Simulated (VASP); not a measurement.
**HfN: transverse stress against strain**

HfN (rock salt, Fm-3m, 11.318 Å³/atom and stress up to 0.17 GPa in the relaxed cell, cube axes along x, y and z) under an equal strain ε along x and y, with z held. PBEsol in VASP (plane waves, PAW), 600 eV, 18×18×18 Γ-centred mesh, Methfessel-Paxton smearing 0.10 eV; ions are relaxed, or left where forces stay under 0.02 eV/Å, within the symmetry of each cell. Stress is positive for a compressed cell.

Here s stands for strain and y for stress zz.

| strain (%) | stress zz (GPa) |
|---|---|
| -3.00 | ? |
| -1.50 | 3.53 |
| -1.00 | 2.24 |
| -0.50 | 1.02 |
| 0.00 | -0.17 |
| 0.50 | -1.36 |
| 1.00 | -2.57 |
| 1.50 | -3.77 |

Fit y of the 7 rows that show it with a straight line. Means: s 0, y -0.154. About the means, the sum of products is -16.950 and the sum of squares of s is 7.0000; the slope is their ratio. Least squares gives y = -0.154 - 2.4214·s. Residuals (row less fit): 0.052, -0.027, -0.037, -0.016, 0.005, 0.005, 0.016; standard error 0.033 (degrees of freedom: 5). The slope gives the elastic constant 2C12 = about 240 GPa.

Problem. Estimate the missing y (s = -3.00); what did the run itself give?

Solution. y = -0.154 - 2.4214 × (-3.0) = 7.110 GPa. The calculation gives 7.33 GPa, 0.220 GPa above the prediction (2.0 % of the range of y in the table). The row lies outside the fitted rows, so this is an extrapolation. From the scatter of the fitted rows alone, a prediction at this place has a standard error of 0.051 GPa, so the miss is 4.3 times that.

A polynomial of degree 2 through the 12 other runs of the series gives 7.51 there. In a metal these values are sensitive to mesh and smearing; energies are taken to zero smearing, stresses follow the free energy. For HfN: the electron count is odd and the run is not spin-polarised, which forces a metal. Rows are the converged runs of the series near zero and its far end, less any whose ions stayed unrelaxed beside relaxed ones; series whose fitted rows scatter by over a few per cent of the range, as at a crossing or softening among them, aren't shown in this form. Most that stay on the fit to the last digits aren't either.
